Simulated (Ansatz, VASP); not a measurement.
# BiB: VASP beside Ansatz

The input INCAR:

```
SYSTEM = BiB
PREC = Accurate ; ENCUT = 600
EDIFF = 1E-6 ; ISMEAR = -1
SIGMA = 0.05 ; LREAL = .FALSE.
LASPH = .TRUE. ; NELM = 60
ALGO = Normal ; ISIF = 3
LWAVE = .FALSE. ; LCHARG = .FALSE.
GGA = PE ; IBRION = 2
NSW = 100 ; EDIFFG = -0.005
```

Contents of KPOINTS:

```
regular mesh
0
G
  12 12 12
  0 0 0
```

Contents of POSCAR:

```
BiB
1.0
    0.0000000000      2.4112715217      2.4112715217
    2.4112715217      0.0000000000      2.4112715217
    2.4112715217      2.4112715217      0.0000000000
B Bi
1 1
Direct
    0.0000000000      0.0000000000      0.0000000000
    0.5000000000      0.5000000000      0.5000000000
```

Input for Ansatz:

```yaml
crystal:
  lattice:
    - [0.0, 2.4112715217, 2.4112715217]
    - [2.4112715217, 0.0, 2.4112715217]
    - [2.4112715217, 2.4112715217, 0.0]
  atoms:
    - { symbol: B, position: [0.0, 0.0, 0.0] }
    - { symbol: Bi, position: [0.5, 0.5, 0.5] }
kpoints:
  mp_grid: { grid: [12, 12, 12] }
scf:
  occupations: { method: fermi_dirac, width: 0.05 }
hamiltonian:
  xc: pbe
  pseudopotentials: { kind: paw }
output:
  forces: true
  stress: true
  write_density: true
  write_potential: true
  elf: true
  volumetric_format: npy
relax:
  f_tol: 0.005
  max_steps: 80
  cell: {}
```

Alike in both runs: task relaxation of cell and atoms; functional PBE; k mesh 12 × 12 × 12; occupations fermi-dirac, width 0.05 eV; no spin polarisation.

|  | VASP | Ansatz |
| --- | --- | --- |
| version | VASP 6.6.1 | Ansatz 0.2.0 |
| potentials or method | VASP PAW PBE potentials, release 64 (B, Bi_d) | PAW with Ansatz's default frozen-core files, scalar-relativistic |
| plane-wave cutoff (eV) | 600 | 420 |
| valence electrons in the cell | 18 | 18 |

|  | VASP | Ansatz | Ansatz less VASP |
| --- | --- | --- | --- |
| relaxed volume (Å³/atom) | 18.36 | 18.36 | +0.003 |
| relaxed cell length with the largest relative difference (Å) | 3.731 | 3.731 | +0.0002 |
| energy change over the relaxation (meV/atom) | -431 | -431 | +0.3 |

Caveats: the volume moved by over 15 % at a fixed basis, so the end points are rough (VASP).
